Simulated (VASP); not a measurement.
The system is ZnSe.

```
CELL_PARAMETERS angstrom
0.00000 2.83380 2.83380
2.83380 0.00000 2.83380
2.83380 2.83380 0.00000
ATOMIC_POSITIONS crystal
Zn 0.00000 0.00000 0.00000
Se 0.25000 0.25000 0.25000
```

```yaml
Program: VASP 6.6.1
Task: relaxation of cell and atoms
Functional: PBE
Potentials_or_basis: VASP PAW PBE potentials, release 64 (Zn, Se)
Cutoff: 520 eV
k_mesh: 10 × 10 × 10
Occupations: gaussian, width 1 eV
Spin: no spin polarisation
```

At the start: pressure 2.5 GPa; volume 22.76 Å³/atom.

Q: Where does the relaxation end?

A: Over 5 steps the energy falls by 6.7 meV/atom and the volume is 23.68 Å³/atom (+4.0 %); space group F-43m (No. 216, to 0.05 Å).

The path:
| step | energy change (eV) | largest force (eV/Å) | pressure (GPa) | volume (Å³) |
| --- | --- | --- | --- | --- |
| 1 | 0.0000 | 0.0000 | 2.46 | 45.51 |
| 2 | -0.0125 | 0.0000 | -0.57 | 47.86 |
| 3 | -0.0135 | 0.0000 | 0.02 | 47.35 |
| 4 | -0.0135 | 0.0000 | -0.03 | 47.38 |
| 5 | -0.0135 | 0.0000 | 0.01 | 47.35 |

Final structure:
```
Zn Se
1.0
     0.00000    2.87147    2.87147
     2.87147    0.00000    2.87147
     2.87147    2.87147    0.00000
Zn Se
1 1
Direct
  0.00000 0.00000 0.00000
  0.25000 0.25000 0.25000
```
